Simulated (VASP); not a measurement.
A cell of Ni₃Al (L1_2) near equilibrium:

```yaml
crystal:
  lattice:
    - [3.51857, 0.00000, 0.00000]
    - [0.00000, 3.51857, 0.00000]
    - [0.00000, 0.00000, 3.51857]
  atoms:
    - { symbol: Al, position: [0.00000, 0.00000, 0.00000] }
    - { symbol: Ni, position: [0.00000, 0.50000, 0.50000], spin: 0.2 }
    - { symbol: Ni, position: [0.50000, 0.00000, 0.50000], spin: 0.2 }
    - { symbol: Ni, position: [0.50000, 0.50000, 0.00000], spin: 0.2 }
```

Calculation: PBEsol GGA, VASP's PBE PAW potentials (set 64) (plane waves; VASP 6.6.1).

| run | ΔE (meV/atom) | σxx | σyy | σzz | largest shear component, with its sign (GPa) | largest force (eV/Å) | moment (μB) |
|---|---|---|---|---|---|---|---|
| as it is | 0.0 | 0.18 | 0.18 | 0.18 | 0.00 | 0.000 | 0.70 |
| after one change | 6.8 | 6.68 | 6.68 | 6.68 | 0.00 | 0.000 | 0.66 |
Stress is in GPa, positive when the cell is compressed.

Which change was made?
A) atom 3 (Ni) moved by 0.075 Å along x
B) isotropic strain of +4.0 %
C) atom 1 (Al) moved by 0.025 Å along z
D) isotropic strain of -1.0 %

D, isotropic strain of -1.0 %

The compound is Ni3Al in the L1_2 structure. The spin order is the one that the start imposed; others were not tried in this run.
